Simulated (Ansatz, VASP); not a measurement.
# Cross-check of W20N (N/W(100)) between VASP and Ansatz

Wanted: the spread between two codes on one cell, functional and k mesh. Of the first pair: The structure shown is the start of the Ansatz relaxation below; VASP solves that cell, so the two are compared at the walk's first step.

Program: Ansatz 0.2.0. Level of theory: plane waves, with VASP 6.6.1 beside it; single point at PBE. Results are calculated unless marked as measured.

**1. The structure**

The cell holds 21 atoms: 20 W and 1 N. Its edges and angles: a = 6.320 Å, b = 6.320 Å, c = 24.886 Å, α = 90.0°, β = 90.0°, γ = 90.0°. Vacuum lies along c.

**2. Ansatz: relaxation, PBE**

Ansatz runs on its default PAW (the set named soft_2) files.

The two programs are compared at the cell with which this relaxation starts, whose forces are those of its first step.

input.yaml reads:

```yaml
crystal:
  lattice:
    - [6.32, 0.0, 0.0]
    - [0.0, 6.32, 0.0]
    - [0.0, 0.0, 24.886267364]
  atoms:
    - { symbol: W, position: [0.0, 0.0, 0.3616452346] }
    - { symbol: W, position: [0.25, 0.25, 0.4251340647] }
    - { symbol: W, position: [0.0, 0.0, 0.488499913] }
    - { symbol: W, position: [0.25, 0.25, 0.554531112] }
    - { symbol: W, position: [0.0, 0.0, 0.6118188984] }
    - { symbol: W, position: [0.0, 0.5, 0.3616452346] }
    - { symbol: W, position: [0.25, 0.75, 0.4251340647] }
    - { symbol: W, position: [0.0, 0.5, 0.488499913] }
    - { symbol: W, position: [0.25, 0.75, 0.554531112] }
    - { symbol: W, position: [0.0, 0.5, 0.6118188984] }
    - { symbol: W, position: [0.5, 0.0, 0.3616452346] }
    - { symbol: W, position: [0.75, 0.25, 0.4251340647] }
    - { symbol: W, position: [0.5, 0.0, 0.488499913] }
    - { symbol: W, position: [0.75, 0.25, 0.554531112] }
    - { symbol: W, position: [0.5, 0.0, 0.6118188984] }
    - { symbol: W, position: [0.5, 0.5, 0.3616452346] }
    - { symbol: W, position: [0.75, 0.75, 0.4251340647] }
    - { symbol: W, position: [0.5, 0.5, 0.488499913] }
    - { symbol: W, position: [0.75, 0.75, 0.554531112] }
    - { symbol: W, position: [0.5, 0.5, 0.6118188984] }
    - { symbol: "N", position: [0.25, 0.25, 0.6383547654] }
kpoints:
  mp_grid: { grid: [5, 5, 1] }
hamiltonian:
  xc: pbe
scf:
  occupations: { method: fermi_dirac, width: 0.1 }
  convergence: { dr2_threshold: 1.0e-08 }
efield:
  axis: 3
  dipole_correction: true
  ramp_position: 0.97
  ramp_width: 0.06
relax:
  f_tol: 0.02
  max_steps: 60
  constraints: [{ sites: [0, 1, 5, 6, 10, 11, 15, 16] }]
output:
  bader: true
  dos: { projected: true, e_range: [-8, 4] }
  write_potential: true
  write_density: true
  volumetric_format: npy
  elf: true
```

Command:

```bash
$ ansatz run input.yaml --threads 4 --pin off --max-ram 12288MiB --backend cpu --events-out ev --progress --plain --runs-dir out
```

Numbers of over 12 decimals in the logs are rounded to 6 here.

Log:

```text
Engine: ansatz 0.2.0, aarch64-unknown-linux-gnu
Pseudopotentials: kind: paw
Pseudopotential: W, paw, valence charge 14, recommended cutoff 420 eV (normal), W.paw.azcp
Pseudopotential: N, paw, valence charge 5, recommended cutoff 420 eV (normal), N.paw.azcp
Functional definition: PBE
  parameter kappa = 0.804
  parameter beta = 0.066725
  exchange = pbe_x(kappa = kappa, mu = beta*pi^2/3)
  correlation = pbe_c(beta = beta)
Crystal: 21 atoms, lattice volume = 994.017 Å³
Basis set: ecut = 420 eV, 19471 PW (Γ), exchange–correlation on 90×90×360 points (8 copies of the dense FFT grid, shifted against one another)
Bands: 171, of which v1, the nominal top of the filled ones, is band 143 counted from 1 (142 counted from 0)
Symmetry: 8 space group operations
Space group: P4mm (ITA 99), of the structure as read, at distance tolerance 1.0e-4 Å
k-points: 6 of 25
Non-local potential: W, projectors of the file, l = 0: 3, l = 1: 2, l = 2: 2, l = 3: 1
Non-local potential: N, projectors of the file, l = 0: 2, l = 1: 2, l = 2: 1
PAW form: soft (Blöchl's): semilocal exchange-correlation on the pseudo side does not see the compensation charge
PAW one-centre angular grid: W, 590 points (default); XC on 64 Gauss nodes
PAW one-centre angular grid: N, 110 points (default); XC on 64 Gauss nodes
Initial density: superposition of atomic densities (neutral atoms: chi_scale 0, normalization atom), corrected by the library's trained network
Initial wavefunctions: pseudopotential atomic-orbital guess
Functional: x = pbe(κ = 0.804, μ = 0.219515), c = pbe(β = 0.066725)
SCF iter   1: F=—  HF=-208062.322820 eV  |F-HF|=—  |Δ(HF+E_count)|=         —  Δρ=5.92e-3  dr2=1.54e0  ethr=1.77e-3  p=0.001 e·Å  D=1.63e-4 V/Å  ΔV_dip=-0.00 eV  dr2_dipole=3.21e-1  V_vac-E_F(+/−)=4.35/4.35 eV  ⟨swp⟩=10.7  Hψ=5462  notcnv=0
efield: sawtooth ramp at fractional position 0.9700 (set: `efield.ramp_position`, or a place that a band, a saddle search or an elastic batch's reference lends), width 0.0600; the density the first Hamiltonian is built on has a dipole p = 0.001 e·Å; the dipole correction subtracts the counter field D = 1.63e-4 V/Å, which shifts the + side's vacuum level by -0.00 eV against the − side's; the planar-averaged density in the ramp window peaks in size at 1.3e-5 e/Å³
preconditioner: auto → LDOS  [metal: Δε(μ)=0.081 eV  Ē_g=4.625 eV  σ=0.100 eV  W_gap=0.20  n_scr=156 (ndim 8)  ℏωp=13.2 eV  f_vac=0.592  D(μ)=20.48/eV (n_scr^D=110)  β→1.0]
SCF iter   2: F=—  HF=-208062.292192 eV  |F-HF|=—  |Δ(HF+E_count)|=   3.06e-2  Δρ=4.51e-3  dr2=4.75e-1  ethr=5.42e-4  p=0.032 e·Å  D=5.80e-3 V/Å  ΔV_dip=-0.14 eV  dr2_dipole=1.53e-4  V_vac-E_F(+/−)=4.12/4.27 eV  ⟨swp⟩=3.2  Hψ=1769  notcnv=0
SCF iter   3: F=—  HF=-208062.234763 eV  |F-HF|=—  |Δ(HF+E_count)|=   5.74e-2  Δρ=1.39e-3  dr2=6.18e-2  ethr=1.67e-4  p=0.031 e·Å  D=5.59e-3 V/Å  ΔV_dip=-0.14 eV  dr2_dipole=3.54e-3  V_vac-E_F(+/−)=4.14/4.28 eV  ⟨swp⟩=2.7  Hψ=1572  notcnv=0
SCF iter   4: F=—  HF=-208062.229470 eV  |F-HF|=—  |Δ(HF+E_count)|=   5.29e-3  Δρ=2.91e-4  dr2=2.93e-3  ethr=2.17e-5  p=0.035 e·Å  D=6.46e-3 V/Å  ΔV_dip=-0.16 eV  dr2_dipole=4.47e-4  V_vac-E_F(+/−)=4.11/4.27 eV  ⟨swp⟩=2.0  Hψ=1425  notcnv=0
SCF iter   5: F=—  HF=-208062.229169 eV  |F-HF|=—  |Δ(HF+E_count)|=   3.01e-4  Δρ=9.26e-5  dr2=1.79e-4  ethr=1.03e-6  p=0.037 e·Å  D=6.75e-3 V/Å  ΔV_dip=-0.17 eV  dr2_dipole=8.24e-7  V_vac-E_F(+/−)=4.09/4.26 eV  ⟨swp⟩=2.2  Hψ=1473  notcnv=0
SCF iter   6: F=—  HF=-208062.229186 eV  |F-HF|=—  |Δ(HF+E_count)|=   1.65e-5  Δρ=3.90e-5  dr2=4.27e-5  ethr=6.29e-8  p=0.038 e·Å  D=6.91e-3 V/Å  ΔV_dip=-0.17 eV  dr2_dipole=3.06e-6  V_vac-E_F(+/−)=4.08/4.26 eV  ⟨swp⟩=2.8  Hψ=1503  notcnv=0
SCF iter   7: F=—  HF=-208062.229208 eV  |F-HF|=—  |Δ(HF+E_count)|=   2.21e-5  Δρ=1.46e-5  dr2=4.74e-6  ethr=1.50e-8  p=0.038 e·Å  D=6.99e-3 V/Å  ΔV_dip=-0.17 eV  dr2_dipole=4.45e-7  V_vac-E_F(+/−)=4.08/4.26 eV  ⟨swp⟩=2.5  Hψ=1417  notcnv=0
SCF iter   8: F=—  HF=-208062.228739 eV  |F-HF|=—  |Δ(HF+E_count)|=   4.69e-4  Δρ=4.95e-6  dr2=7.59e-7  ethr=1.66e-9  p=0.039 e·Å  D=7.03e-3 V/Å  ΔV_dip=-0.18 eV  dr2_dipole=8.70e-8  V_vac-E_F(+/−)=4.08/4.26 eV  ⟨swp⟩=3.3  Hψ=1713  notcnv=0
SCF iter   9: F=—  HF=-208062.228740 eV  |F-HF|=—  |Δ(HF+E_count)|=   1.22e-7  Δρ=1.69e-6  dr2=5.94e-8  ethr=2.66e-10  p=0.039 e·Å  D=7.06e-3 V/Å  ΔV_dip=-0.18 eV  dr2_dipole=1.44e-8  V_vac-E_F(+/−)=4.08/4.26 eV  ⟨swp⟩=3.2  Hψ=1733  notcnv=0
SCF iter  10: F=—  HF=-208062.228740 eV  |F-HF|=—  |Δ(HF+E_count)|=   8.04e-8  Δρ=8.06e-7  dr2=1.55e-8  ethr=3.51e-12  p=0.039 e·Å  D=7.06e-3 V/Å  ΔV_dip=-0.18 eV  dr2_dipole=7.02e-10  V_vac-E_F(+/−)=4.08/4.26 eV  ⟨swp⟩=13.0  Hψ=8144  notcnv=0
SCF iter  11: F=-208062.228740 eV  HF=-208062.228740 eV  |F-HF|=2.76e-9  |Δ(HF+E_count)|=   1.21e-8  Δρ=2.55e-7  dr2=1.58e-9  ethr=3.51e-12  p=0.039 e·Å  D=7.07e-3 V/Å  ΔV_dip=-0.18 eV  dr2_dipole=1.46e-11  V_vac-E_F(+/−)=4.08/4.26 eV  ⟨swp⟩=11.2  Hψ=6918  notcnv=0
[...]
k-point 1: bands = [... 139 lower, 4.3570, 4.4775, 4.6016, 4.6815, 4.7118, 4.9197, 4.9237, 5.1369, ... 24 higher]
  k-point 2: bands = [... 139 lower, 4.0136, 4.4970, 4.6046, 4.7899, 4.9377, 4.9583, 4.9974, 5.1207, ... 24 higher]
  k-point 5: bands = [... 139 lower, 4.2278, 4.3102, 4.3188, 4.3767, 4.3962, 4.4765, 4.6041, 4.6158, ... 24 higher]
--- Relaxed structure (7 steps of the walk, 6 accepted, 0 SCFs on fresh bases) ---
  F+E_penalty+E_count = -208062.73037105 eV   max|allowed force component| = 5.015e-3 eV/Å
  atoms:
    - { symbol: W, position: [0.0, 0.0, 0.361645] }
    - { symbol: W, position: [0.250000, 0.250000, 0.425134] }
    - { symbol: W, position: [-0.0029577, -0.0029577, 0.488853] }
    - { symbol: W, position: [0.250000, 0.250000, 0.548695] }
    - { symbol: W, position: [0.011896, 0.011896, 0.614074] }
    - { symbol: W, position: [0.0, 0.500000, 0.361645] }
    - { symbol: W, position: [0.250000, 0.750000, 0.425134] }
    - { symbol: W, position: [-0.0029577, 0.502958, 0.488853] }
    - { symbol: W, position: [0.250000, 0.750000, 0.555337] }
    - { symbol: W, position: [0.011896, 0.488104, 0.614074] }
    - { symbol: W, position: [0.500000, 0.0, 0.361645] }
    - { symbol: W, position: [0.750000, 0.250000, 0.425134] }
    - { symbol: W, position: [0.502958, -0.0029577, 0.488853] }
    - { symbol: W, position: [0.750000, 0.250000, 0.555337] }
    - { symbol: W, position: [0.488104, 0.011896, 0.614074] }
    - { symbol: W, position: [0.500000, 0.500000, 0.361645] }
    - { symbol: W, position: [0.750000, 0.750000, 0.425134] }
    - { symbol: W, position: [0.502958, 0.502958, 0.488853] }
    - { symbol: W, position: [0.750000, 0.750000, 0.556038] }
    - { symbol: W, position: [0.488104, 0.488104, 0.614074] }
    - { symbol: N, position: [0.250000, 0.250000, 0.636064] }
--- Bader charges: 21 sites ---
  site symbol  charge [e]  shift [e]
     0      W     -0.0885     0.0000
     1      W      0.0785     0.0000
     2      W      0.0634     0.0000
     3      W      0.2922     0.0006
     4      W      0.2257     0.0005
     5      W     -0.0885     0.0000
     6      W      0.0623     0.0000
     7      W      0.0634     0.0000
     8      W      0.1045     0.0000
     9      W      0.2257     0.0005
    10      W     -0.0885     0.0000
    11      W      0.0623     0.0000
    12      W      0.0634     0.0000
    13      W      0.1045     0.0000
    14      W      0.2257     0.0005
    15      W     -0.0885     0.0000
    16      W      0.0660     0.0000
    17      W      0.0634     0.0000
    18      W     -0.1234     0.0000
    19      W      0.2257     0.0005
    20      N     -1.4493     0.0027
  estimated error of the sums over rays = 9.1e-4 e
```

(Part 1 of 3 ends here.)

[Lines on the potential files, build, host, timing and source positions are cut from VASP's logs without a mark.]

[Logs are printed without paths, hosts, clocks, repeated set-up lines and the standing remarks that a program may print on its own settings, such as how far it seeks lower states.]

[Hosts, paths, dates, database ids (printed as entryN), source tags and the programs' standing remarks are cut or masked in the printed files.]
